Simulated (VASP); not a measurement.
Input:

```
KI
1.0
    4.96350     0.00000     0.00000
    0.00000     7.01946     0.00000
    0.00000     0.00000    24.81977
K I
4 4
Direct
  0.00000   0.00000   0.35001
  0.50000   0.50000   0.45000
  0.00000   0.00000   0.55000
  0.50000   0.50000   0.64999
  0.50000   0.00000   0.45000
  0.00000   0.50000   0.35001
  0.50000   0.00000   0.64999
  0.00000   0.50000   0.55000
```

Level of theory: PBEsol GGA, VASP's PBE PAW potentials (set 64) (plane waves; VASP 6.6.1). Numerical set-up: PREC = Normal, EDIFF = 1E-5, 400 eV cut-off, 4×3×1 Γ-centred mesh, Gaussian smearing of 0.050 eV, potentials K_sv I.

Problem. The ions are relaxed. What does this cell relax into?

Solution. 
```
KI
1.0
    4.96350     0.00000     0.00000
    0.00000     7.01946     0.00000
    0.00000     0.00000    24.81977
K I
4 4
Direct
  0.00000   0.00000   0.35872
  0.50000   0.50000   0.44441
  0.00000   0.00000   0.55559
  0.50000   0.50000   0.64128
  0.50000   0.00000   0.45253
  0.00000   0.50000   0.34958
  0.50000   0.00000   0.65042
  0.00000   0.50000   0.54747
```

Problem. How much energy does the relaxation gain?

Solution. The energy (σ→0) changes by -5.8 meV/atom, in 11 ionic steps.

| step | E(σ→0) (eV) | max force (eV/Å) | pressure (GPa) | volume (Å³) |
|---|---|---|---|---|
| 1 | -22.3977 | 0.185 | -0.18 | 864.75 |
| 2 | -22.4038 | 0.173 | -0.18 | 864.75 |
| 3 | -22.4188 | 0.128 | -0.16 | 864.75 |
| 4 | -22.4319 | 0.059 | -0.11 | 864.75 |
| 5 | -22.4319 | 0.065 | -0.11 | 864.75 |
| 6 | -22.4335 | 0.060 | -0.10 | 864.75 |
| 7 | -22.4373 | 0.043 | -0.09 | 864.75 |
| 8 | -22.4394 | 0.064 | -0.07 | 864.75 |
| 9 | -22.4409 | 0.057 | -0.07 | 864.75 |
| 10 | -22.4436 | 0.035 | -0.06 | 864.75 |
| 11 | -22.4438 | 0.024 | -0.06 | 864.75 |

The cell is a thin slab with vacuum, built from KI (rock salt): (110) face.
